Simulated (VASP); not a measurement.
The input files of a VASP run:

### INCAR
```
! general
SYSTEM   =  BaHfO3
PREC     =  Accurate
ENCUT    =  520
LREAL    =  .False.
LASPH    =  .True.

! electronic loop
EDIFF    =  1E-7
NELM     =  100
ALGO     =  Normal
LMAXMIX  =  6

! smearing
ISMEAR   =  -5

! functional
GGA      =  RP

! ions
ISIF     =  2

! output
LWAVE    =  .False.
LCHARG   =  .True.
LORBIT   =  11
NEDOS    =  601

! other
LEFG     =  .True.
```

KPOINTS:
```
Automatic mesh
0
Gamma
6 6 6
0 0 0
```

**POSCAR**
```
BaHfO3
4.235580
  0.9999998909   0.0000000000   0.0000000000
  0.0000000000   0.9999998909   0.0000000000
  0.0000000000   0.0000000000   0.9999998909
Ba Hf O
1 1 3
Cartesian
  0.0000000000   0.0000000000   0.0000000000
  0.4999999454   0.4999999454   0.4999999454
  0.4999999454   0.0000000000   0.4999999454
  0.0000000000   0.4999999454   0.4999999454
  0.4999999454   0.4999999454   0.0000000000
```

POTCAR, in this order: Ba_sv Hf_pv O (PBE.64 set). Program: vasp_std.

Translate this RPBE calculation to Quantum ESPRESSO's pw.x.

One equivalent input (not run):
```
&CONTROL
  calculation = 'scf'
  pseudo_dir = './pseudo'
  outdir = './out'
  tprnfor = .true.
  tstress = .true.
/
&SYSTEM
  ibrav = 0
  nat = 5
  ntyp = 3
  ecutwfc = 84
  occupations = 'tetrahedra'
  input_dft = 'rpbe'
/
&ELECTRONS
  conv_thr = 7.3e-09
  electron_maxstep = 100
/
ATOMIC_SPECIES
  Ba 137.327 Ba.upf
  Hf 178.490 Hf.upf
  O 15.999 O.upf
CELL_PARAMETERS angstrom
     4.2355795    0.0000000    0.0000000
     0.0000000    4.2355795    0.0000000
     0.0000000    0.0000000    4.2355795
ATOMIC_POSITIONS crystal
  Ba   0.0000000  0.0000000  0.0000000
  Hf   0.5000000  0.5000000  0.5000000
  O    0.5000000  0.0000000  0.5000000
  O    0.0000000  0.5000000  0.5000000
  O    0.5000000  0.5000000  0.0000000
K_POINTS automatic
  6 6 6 0 0 0
```
The two are equivalent in intent, not identical: the potentials are each code's own (VASP's PAW set, PseudoDojo norm-conserving files in pw.x), so ENCUT and ecutwfc are chosen apart and not converted; conv_thr bounds pw.x's estimated SCF error, while EDIFF bounds the energy change between steps; the field gradients of LEFG aren't asked of the other code.

The compound is BaHfO3 in the cubic perovskite structure. It was relaxed first.
